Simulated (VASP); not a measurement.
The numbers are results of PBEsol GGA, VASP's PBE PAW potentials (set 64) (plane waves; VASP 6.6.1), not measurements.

The input files of a VASP run:

### KPOINTS
```
K-points
0
Gamma
 9 9 1
```

**POSCAR**
```
Y(001) slab
1
    3.6011485743     0.0000000000     0.0000000000
   -1.8005742872     3.1186864207     0.0000000000
    0.0000000000     0.0000000000    25.6053886531
Y
4
Direct
  0.6666670000   0.3333330000   0.4448997849
  0.3333330000   0.6666670000   0.3380929050
  0.6666670000   0.3333330000   0.6619070950
  0.3333330000   0.6666670000   0.5551002151
```

INCAR:
```
SYSTEM = Y(001) slab
PREC = Normal
ENCUT = 400
EDIFF = 1E-6
NELM = 100
ALGO = Normal
LREAL = .FALSE.
LASPH = .TRUE.
ISMEAR = 1
SIGMA = 0.1
GGA = PS
LMAXMIX = 4
LWAVE = .FALSE.
LCHARG = .FALSE.
NELMIN = 4
LDIPOL = .TRUE.
IDIPOL = 3
DIPOL = 0.5 0.5 0.5
LVHAR = .TRUE.
LORBIT = 11
```

POTCAR, in this order: Y_sv (PBE.64 set). Program: vasp_std. Read from the step before: WAVECAR.

Estimate the energy per atom (σ→0), band gap (on the k-mesh).

| Property | Result |
|---|---|
| energy per atom (σ→0) | -6.431 eV/atom |
| band gap (on the k-mesh) | none (metal, semimetal or under 0.01 eV) |

OSZICAR:
```
       N       E                     dE             d eps       ncg     rms          rms(c)
DAV:   1    -0.257260759509E+02   -0.25726E+02   -0.35593E-03   856   0.136E-01    0.542E-01
DAV:   2    -0.257324248816E+02   -0.63489E-02   -0.57189E-02   860   0.558E-01    0.194E+00
DAV:   3    -0.257253324281E+02    0.70925E-02   -0.29811E-02   862   0.386E-01    0.125E-01
DAV:   4    -0.257253720607E+02   -0.39633E-04   -0.48258E-04   822   0.654E-02    0.744E-02
DAV:   5    -0.257253719295E+02    0.13117E-06   -0.26713E-05   670   0.118E-02    0.532E-02
DAV:   6    -0.257253729090E+02   -0.97950E-06   -0.15439E-06   608   0.391E-03
   1 F= -.25725373E+02 E0= -.25725261E+02  d E =-.335534E-03
```

The cell is a thin slab with vacuum, built from Y (hcp): (001) face.
